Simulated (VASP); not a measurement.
AgI (wurtzite): the band gap from VASP (plane waves, PAW) at several levels of theory. Gaps are without spin-orbit coupling. Each level names its cell: its own relaxed one, PBE's, or the starting one. A gap is the smallest over the k-mesh and a band path; hybrids may have named points in place of the path, and GW has the mesh alone.

```csv
level,band gap (eV)
LDA (own cell),1.13
PBE (own cell),1.37
PBEsol (own cell),1.23
RPBE (own cell),1.56
AM05 (starting cell),1.35
PBE-D3(BJ) (starting cell),1.37
PBE-D4 (own cell),1.37
optB88-vdW (own cell),1.24
rev-vdW-DF2 (own cell),1.21
```

The cell of the LDA (own cell) run:

```xyz
4
Lattice="2.2420 -3.8833 0.0000 2.2420 3.8833 0.0000 0.0000 0.0000 7.3260" Properties=species:S:1:pos:R:3 pbc="T T T"
Ag     2.2420    -1.2944     3.6632
Ag     2.2420     1.2944     0.0002
I      2.2420    -1.2944     6.4100
I      2.2420     1.2944     2.7470
```

Only levels that ran to the end are used. Left out are those held back, those with too coarse a band path, GW runs whose mesh misses a band edge, hybrids' fits of cells that aren't cubic and levels without matching references; a question may draw on a part of the rest.

The compound is AgI in the wurtzite structure.
